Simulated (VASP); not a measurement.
A convergence study with VASP on Be₂C (antifluorite): one setting is varied, all else stays as given below, so the limit is that of these other settings.

```xyz
3
Lattice="0.0000 2.1700 2.1700 2.1700 0.0000 2.1700 2.1700 2.1700 0.0000" Properties=species:S:1:pos:R:3 pbc="T T T"
Be     1.0850     1.0850     1.0850
Be     3.2550     3.2550     3.2550
C      0.0000     0.0000     0.0000
```

Calculation: PBE GGA, VASP's PBE PAW potentials (set 64) (plane waves; VASP). The tightest run used: 700 eV cut-off, 14×14×14 Monkhorst-Pack mesh, Gaussian smearing of 0.050 eV, potentials Be C.

```
setting     E (eV/atom)  pressure (GPa)  irreducible k-points
----------  -----------  --------------  --------------------
1×1×1 mesh       2.5814          129.82                     1
2×2×2 mesh      -5.8033           -2.11                     2
3×3×3 mesh      -5.6836           -0.35                     4
4×4×4 mesh      -5.8199           -1.43                    10
5×5×5 mesh      -5.8125           -1.45                    10
```

Task: These are the cheaper rows. Estimate the results at 14×14×14 mesh, and how far the last row shown lies from them.

Result: 
| quantity | tightest run | last row shown is off by |
|---|---|---|
| E (eV/atom) | -5.8199 | 0.0074 |
| pressure (GPa) | -1.41 | -0.04 |

Left out are rungs that failed or repeat a setting and relaxations that didn't move; long series are thinned to 24 rows.

The compound is Be2C in the antifluorite structure. The cell was not relaxed at this level.
